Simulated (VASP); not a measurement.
An input for Quantum ESPRESSO's pw.x (written as the equivalent of a VASP run, and not itself run):

```
&CONTROL
  calculation = 'vc-relax'
  pseudo_dir = './pseudo'
  outdir = './out'
  tprnfor = .true.
  tstress = .true.
  nstep = 60
  forc_conv_thr = 0.00039
/
&SYSTEM
  ibrav = 0
  nat = 2
  ntyp = 2
  ecutwfc = 70
  occupations = 'smearing'
  smearing = 'gaussian'
  degauss = 0.003675
  input_dft = 'vdw-df-ob86'
/
&ELECTRONS
  conv_thr = 7.3e-08
  electron_maxstep = 100
/
&IONS
/
&CELL
/
ATOMIC_SPECIES
  In 114.818 In.upf
  P 30.974 P.upf
CELL_PARAMETERS angstrom
     0.0000000    2.9601850    2.9601850
     2.9601850    0.0000000    2.9601850
     2.9601850    2.9601850   -0.0000000
ATOMIC_POSITIONS crystal
  In   0.0000000  0.0000000  0.0000000
  P    0.2500000  0.2500000  0.2500000
K_POINTS automatic
  7 7 7 0 0 0
```

Question: Translate this input to VASP (INCAR, KPOINTS, POSCAR, choice of POTCAR).

Answer: One answer among several that fit: 
File KPOINTS:
```
Automatic mesh
0
Gamma
7 7 7
0 0 0
```

**INCAR**
```
LASPH=.TRUE.   # aspherical one-centre terms
PARAM1=0.1234
ALGO=Normal   # blocked Davidson
LCHARG=.FALSE.
ISIF=3
PARAM2=1.0
ISMEAR=0   # Gaussian
SIGMA=0.05   # width (eV)
IBRION=2
EDIFF=1E-6   # SCF stop (eV)
ENCUT=520   # plane-wave cut-off (eV)
LMAXMIX=4   # l cut-off of mixed one-centre charges
NELM=100
LREAL=.FALSE.   # projection in real space or not
LWAVE=.FALSE.
SYSTEM=InP
EDIFFG=-0.01   # ionic stop
GGA=MK
PREC=Accurate
AGGAC=0.0
NSW=60   # most ionic steps
LUSE_VDW=.TRUE.
```

POSCAR:
```
InP
1
    0.0000000000     2.9601849700     2.9601849700
    2.9601849700     0.0000000000     2.9601849700
    2.9601849700     2.9601849700    -0.0000000000
In P
1 1
Direct
  0.0000000000   0.0000000000   0.0000000000
  0.2500000000   0.2500000000   0.2500000000
```

POTCAR, in this order: In_d P (PBE.64 set). Program: vasp_std.

What does not carry over: the potentials are each code's own (VASP's PAW set, PseudoDojo norm-conserving files in pw.x), so ENCUT and ecutwfc are chosen apart and not converted; conv_thr bounds pw.x's estimated SCF error, while EDIFF bounds the energy change between steps; forc_conv_thr acts on force components and is met together with etot_conv_thr.

The compound is InP in the zinc blende structure. It was relaxed first. The start is the result of an earlier pass.
